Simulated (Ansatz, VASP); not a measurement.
# C (Diamond) in two plane-wave programs, part 2 of 2

One calculation is typed for both programs; each brings its own data sets. How far apart do they land? The cell is taken from a series of runs on this material, whose earlier steps may have relaxed, scaled, displaced or heated it; both programs get it as it stands.

VASP 6.6.1 and Ansatz 0.2.0.

So far: The starting structure; VASP: zone-centre phonons, LDA, pair 1; Ansatz: zone-centre phonons, LDA, pair 1; Differences.

## 5. VASP: zone-centre phonons, LDA, pair 2

Level of this step: LDA; plane waves and PAW (C) (VASP).

Second derivatives magnify differences that forces hide, and they need a tight electronic threshold. The cell compared in this pair holds 10.73 Å³, against 10.63 Å³ for the pair before.

File INCAR:

```
SYSTEM = C
PREC = Accurate
ENCUT = 600
EDIFF = 1E-08
NELM = 120
ISMEAR = 0
SIGMA = 0.01
LREAL = .FALSE.
ALGO = Normal
GGA = CA
NBANDS = 10
LORBIT = 11
LWAVE = .FALSE.
LCHARG = .FALSE.
ISIF = 2
IBRION = 8
LASPH = .TRUE.
GGA_COMPAT = .FALSE.
EFERMI = MIDGAP
KPAR = 2
```

File POSCAR:

```
C
1.0
   -0.0267241227      1.7394854095      1.7729653350
    1.7394854095     -0.0267241227      1.7729653350
    1.7127612868      1.7127612868      0.0000000000
C
2
Direct
    0.4994235258      0.4994235258      0.5005764742
    0.7505764742      0.7505764742      0.7494235258
```

File KPOINTS:

```
Automatic mesh
0
Gamma
12 12 12
0 0 0
```

Potentials, in the order of the species: C (LDA family, release 64).

The run is started by

```
mpirun -np 2 vasp_std
```

Numbers of over 12 decimals in the logs are rounded to 6 here.

Log:

```text
[... set-up lines as in an earlier step ...]
 entering main loop
       N       E                     dE             d eps       ncg     rms          rms(c)
DAV:   1     0.421168573139E+00    0.42117E+00   -0.53315E+03  5912   0.867E+02
DAV:   2    -0.207517346446E+02   -0.21173E+02   -0.20333E+02  7520   0.137E+02
DAV:   3    -0.211388818971E+02   -0.38715E+00   -0.38594E+00  6712   0.151E+01
DAV:   4    -0.211397635975E+02   -0.88170E-03   -0.88166E-03  6060   0.801E-01
[...]
DAV:  11    -0.202090596566E+02    0.25280E-07   -0.11308E-07  6370   0.301E-03    0.539E-04
DAV:  12    -0.202090596464E+02    0.10124E-07   -0.56564E-09  3624   0.680E-04    0.286E-04
DAV:  13    -0.202090596459E+02    0.51068E-09   -0.33311E-10  2980   0.184E-04
   1 F= -.20209060E+02 E0= -.20209060E+02  d E =0.000000E+00
 Linear response reoptimize wavefunctions to high precision
DAV:   1    -0.202090596458E+02    0.69235E-10   -0.20032E-11  3272   0.446E-05
 Linear response DOF=           2
 Linear response progress:
  Degree of freedom:   1/  2
[...]
RMM:   8    -0.112170405553E+00    0.36270E-07   -0.25782E-08 29933   0.801E-05    0.107E-05
RMM:   9    -0.112170275071E+00    0.13048E-06   -0.21260E-08 30060   0.540E-05    0.143E-06
RMM:  10    -0.112170273091E+00    0.19803E-08   -0.26109E-08 26085   0.417E-05    0.198E-07
 first order change of Fermi-energy   0.37674E-04
 force on displaced ion       1 direction 1 : -41.128  -2.276   0.001
 Linear response progress:
  Degree of freedom:   2/  2
       N       E                     dE             d eps       ncg     rms          rms(c)
RMM:   1    -0.119984712140E+00   -0.11998E+00   -0.12692E-02 13258   0.208E+00
RMM:   2    -0.111275219352E+00    0.87095E-02   -0.20098E-03  8552   0.394E-01    0.200E-01
RMM:   3    -0.111431312812E+00   -0.15609E-03   -0.23520E-04  8423   0.121E-01    0.108E-01
RMM:   4    -0.112262176727E+00   -0.83086E-03   -0.26202E-04  8344   0.124E-01    0.141E-02
[...]
RMM:   8    -0.112230555994E+00    0.73302E-06   -0.22113E-09  9538   0.124E-04    0.231E-05
RMM:   9    -0.112230430223E+00    0.12577E-06   -0.62394E-09  9699   0.541E-05    0.193E-06
RMM:  10    -0.112230434176E+00   -0.39523E-08   -0.14423E-08  8661   0.412E-05    0.797E-07
 first order change of Fermi-energy  -0.82446E+01
 force on displaced ion       1 direction 3 :  -0.000  -0.000 -40.519
 Linear response finished
```

From OUTCAR (step 5):

```text
  Total        1.3885049      1.3885049      0.0713628      1.3241119      0.0000000      0.0000000
  in kB      207.3904270    207.3904270     10.6589248    197.7725282      0.0000000      0.0000000
  external PRESSURE =     141.8132596 kB  Pullay stress =       0.0000000 kB

 POSITION                                       TOTAL-FORCE (eV/Angst)
 -----------------------------------------------------------------------------------
      1.71276      1.71276      1.77092        -0.000000     -0.000000     -0.009686
      2.56914      2.56914      2.66149         0.000000      0.000000      0.009686
 -----------------------------------------------------------------------------------
    total drift:                               -0.000000      0.000000      0.000000

[... 1 part as in an earlier step ...]

[... 1 further part left out ...]
```

## 6. Ansatz: zone-centre phonons, LDA, pair 2

The same cell, functional (in two slightly different forms) and mesh now go to Ansatz, which takes its cutoff from its data sets.

The cell is taken from a series of runs on this material, whose earlier steps may have relaxed, scaled, displaced or heated it; both programs get it as it stands.

File input.yaml:

```yaml
crystal:
  lattice:
    - [-0.0267241227, 1.7394854095, 1.772965335]
    - [1.7394854095, -0.0267241227, 1.772965335]
    - [1.7127612868, 1.7127612868, 0.0]
  atoms:
    - { symbol: C, position: [0.4994235258, 0.4994235258, 0.5005764742] }
    - { symbol: C, position: [0.7505764742, 0.7505764742, 0.7494235258] }
kpoints:
  mp_grid: { grid: [12, 12, 12] }
hamiltonian:
  xc: lda
  pseudopotentials: { kind: paw, azcp: { folder: soft_1 }, xc_functional: pbe }
scf:
  occupations: { method: fixed }
output:
  eigenvalues: true
phonons:
  method: dfpt
```

The run is started by

```
ansatz run input.yaml --threads 4 --pin off --max-ram 10240MiB --backend cpu --events-out ev --progress --plain --runs-dir out
```

Log:

```text
[...]
Crystal: 2 atoms, lattice volume = 10.727 Å³
Basis set: ecut = 420 eV, 181 PW (Γ), exchange–correlation on 40×40×40 points (8 copies of the dense FFT grid, shifted against one another)
Bands: 8, of which v1, the nominal top of the filled ones, is band 4 counted from 1 (3 counted from 0)
Symmetry: 8 space group operations
k-points: 476 of 1728 (irreducible under 2 space group operations, time reversal used)
[...]
SCF converged after 7 iterations
Free energy (F): -485.950957 eV
[...]
Internal energy: -485.950957 eV  (E = F + TS)
E sigma→0 (E₀):  -485.950957 eV
Fermi energy:    14.326488 eV
[...]
--- Band table (eV; the first three rows and the last of 476) ---
[...]
ASR residual: 5.729e-4 → 0.000e0 eV/Å²; symmetrization residual: 5.396e-14 eV/Å²
  ASR residual per site (eV/Å²): 5.73e-4 5.73e-4
  Γ frequencies (cm⁻¹): 0.00 0.00 0.00 1322.33 1350.33 1398.21
[...]
```

## 7. Side by side

Compared:

```tsv
quantity	Ansatz	VASP	difference
optical mode 1 (cm⁻¹)	1322.3	1326.4	-0.30 %
optical mode 2 (cm⁻¹)	1350.3	1354.5	-0.31 %
optical mode 3 (cm⁻¹)	1398.2	1401.9	-0.26 %
```

Modes are paired by rising frequency, not by their patterns, so a pair may set unlike modes beside each other; they are those without the splitting of longitudinal modes.

## 8. VASP: zone-centre phonons, LDA, pair 3

Second derivatives magnify differences that forces hide, and they need a tight electronic threshold. The cell compared in this pair holds 10.82 Å³, against 10.73 Å³ for the pair before.

INCAR is that of step 5.

File POSCAR:

```
C
1.0
   -0.0178297714      1.7482483912      1.7704971220
    1.7482483912     -0.0178297714      1.7704971220
    1.7304186197      1.7304186197      0.0000000000
C
2
Direct
    0.4996422262      0.4996422262      0.5003577738
    0.7503577738      0.7503577738      0.7496422262
```

KPOINTS is that of step 5.

The run is started by

```
mpirun -np 2 vasp_std
```

Log:

```text
[... set-up lines as in an earlier step ...]
 entering main loop
       N       E                     dE             d eps       ncg     rms          rms(c)
DAV:   1    -0.164741440357E+00   -0.16474E+00   -0.52391E+03  5858   0.861E+02
DAV:   2    -0.207691698713E+02   -0.20604E+02   -0.19901E+02  7610   0.137E+02
DAV:   3    -0.211405018808E+02   -0.37133E+00   -0.37038E+00  6624   0.148E+01
DAV:   4    -0.211412729679E+02   -0.77109E-03   -0.77105E-03  6176   0.792E-01
[...]
DAV:  10    -0.202325958627E+02   -0.14243E-05   -0.19931E-06  6224   0.129E-02    0.464E-03
DAV:  11    -0.202325958301E+02    0.32594E-07   -0.88936E-08  6298   0.259E-03    0.358E-04
DAV:  12    -0.202325958227E+02    0.73733E-08   -0.28740E-09  3550   0.502E-04
   1 F= -.20232596E+02 E0= -.20232596E+02  d E =0.000000E+00
 Linear response reoptimize wavefunctions to high precision
DAV:   1    -0.202325958221E+02    0.66404E-09   -0.20069E-10  3742   0.141E-04
DAV:   2    -0.202325958221E+02   -0.76170E-11   -0.64762E-12  3012   0.267E-05
 Linear response DOF=           2
 Linear response progress:
[...]
RMM:   8    -0.111948351385E+00    0.24609E-07   -0.72128E-07 30398   0.109E-04    0.106E-05
RMM:   9    -0.111948221776E+00    0.12961E-06   -0.51840E-07 30157   0.828E-05    0.145E-06
RMM:  10    -0.111948220108E+00    0.16672E-08   -0.77571E-08 26648   0.707E-05    0.166E-07
 first order change of Fermi-energy   0.31440E-04
 force on displaced ion       1 direction 1 : -40.380  -1.532   0.001
 Linear response progress:
  Degree of freedom:   2/  2
       N       E                     dE             d eps       ncg     rms          rms(c)
RMM:   1    -0.119848144202E+00   -0.11985E+00   -0.14303E-02 13272   0.208E+00
RMM:   2    -0.111029249488E+00    0.88189E-02   -0.20159E-03  8552   0.394E-01    0.196E-01
RMM:   3    -0.111197079530E+00   -0.16783E-03   -0.22337E-04  8430   0.118E-01    0.106E-01
RMM:   4    -0.112021590956E+00   -0.82451E-03   -0.25204E-04  8336   0.122E-01    0.137E-02
[...]
RMM:   8    -0.111983660308E+00    0.57081E-06   -0.33318E-08  9605   0.145E-04    0.260E-05
RMM:   9    -0.111983529942E+00    0.13037E-06   -0.32802E-08  9690   0.925E-05    0.145E-06
RMM:  10    -0.111983530454E+00   -0.51169E-09   -0.26510E-08  8094   0.783E-05    0.784E-07
 first order change of Fermi-energy  -0.81186E+01
 force on displaced ion       1 direction 3 :  -0.000  -0.000 -39.955
 Linear response finished
```

From OUTCAR (step 8):

```text
  Total        0.9290132      0.9290132      0.0697475      0.8644683      0.0000000      0.0000000
  in kB      137.5454240    137.5454240     10.3264958    127.9891971      0.0000000      0.0000000
  external PRESSURE =      95.1391146 kB  Pullay stress =       0.0000000 kB

 POSITION                                       TOTAL-FORCE (eV/Angst)
 -----------------------------------------------------------------------------------
      1.73042      1.73042      1.76923        -0.000000     -0.000000     -0.006459
      2.59563      2.59563      2.65701         0.000000      0.000000      0.006459
 -----------------------------------------------------------------------------------
    total drift:                               -0.000000     -0.000000     -0.000000

[... 1 part as in an earlier step ...]

[... 1 further part left out ...]
```

## 9. Ansatz: zone-centre phonons, LDA, pair 3

The same cell, functional (in two slightly different forms) and mesh now go to Ansatz, which takes its cutoff from its data sets.

The cell is taken from a series of runs on this material, whose earlier steps may have relaxed, scaled, displaced or heated it; both programs get it as it stands.

input.yaml, the sections that differ from step 6:

```yaml
crystal:
  lattice:
    - [-0.0178297714, 1.7482483912, 1.770497122]
    - [1.7482483912, -0.0178297714, 1.770497122]
    - [1.7304186197, 1.7304186197, 0.0]
  atoms:
    - { symbol: C, position: [0.4996422262, 0.4996422262, 0.5003577738] }
    - { symbol: C, position: [0.7503577738, 0.7503577738, 0.7496422262] }
# kpoints, hamiltonian, scf, output, phonons: as in step 6
```

The run is started by

```
ansatz run input.yaml --threads 4 --pin off --max-ram 10240MiB --backend cpu --events-out ev --progress --plain --runs-dir out
```

Log:

```text
[...]
Crystal: 2 atoms, lattice volume = 10.821 Å³
Basis set: ecut = 420 eV, 181 PW (Γ), exchange–correlation on 40×40×40 points (8 copies of the dense FFT grid, shifted against one another)
Bands: 8, of which v1, the nominal top of the filled ones, is band 4 counted from 1 (3 counted from 0)
Symmetry: 8 space group operations
k-points: 476 of 1728 (irreducible under 2 space group operations, time reversal used)
[...]
SCF converged after 7 iterations
Free energy (F): -485.973252 eV
[...]
Internal energy: -485.973252 eV  (E = F + TS)
E sigma→0 (E₀):  -485.973252 eV
Fermi energy:    14.083308 eV
[...]
--- Band table (eV; the first three rows and the last of 476) ---
[...]
ASR residual: 6.507e-4 → 0.000e0 eV/Å²; symmetrization residual: 7.454e-10 eV/Å²
  ASR residual per site (eV/Å²): 6.51e-4 6.51e-4
  Γ frequencies (cm⁻¹): 0.00 0.00 0.00 1322.17 1340.80 1373.69
[...]
```

## 10. Side by side

Compared:

```tsv
quantity	Ansatz	VASP	difference
optical mode 1 (cm⁻¹)	1322.2	1326.3	-0.31 %
optical mode 2 (cm⁻¹)	1340.8	1345.1	-0.32 %
optical mode 3 (cm⁻¹)	1373.7	1377.6	-0.29 %
```

Modes are paired by rising frequency, not by their patterns, so a pair may set unlike modes beside each other; they are those without the splitting of longitudinal modes.

## 11. Summary of results

```json
{
 "r.m.s. difference of the optical zone-centre modes, each program's sorted by frequency (zone-centre phonons, LDA, pair 1)": "3.8 cm⁻¹",
 "r.m.s. difference of the optical zone-centre modes, each program's sorted by frequency (zone-centre phonons, LDA, pair 2)": "4.0 cm⁻¹",
 "r.m.s. difference of the optical zone-centre modes, each program's sorted by frequency (zone-centre phonons, LDA, pair 3)": "4.1 cm⁻¹"
}
```

**Reading.** The r.m.s. difference of the optical zone-centre modes, each program's sorted by frequency is 3.8 cm⁻¹ (zone-centre phonons, LDA, pair 1). 2 further runs of this series are not shown here. How closely two codes agree says nothing of how well the functional describes the real material.

[Lines on the potential files, build, host, timing and source positions are cut from VASP's logs without a mark.]

[Logs are printed without paths, hosts, clocks, repeated set-up lines and the standing remarks that a program may print on its own settings, such as how far it seeks lower states.]

[Hosts, paths, dates, database ids (printed as entryN), source tags and the programs' standing remarks are cut or masked in the printed files.]
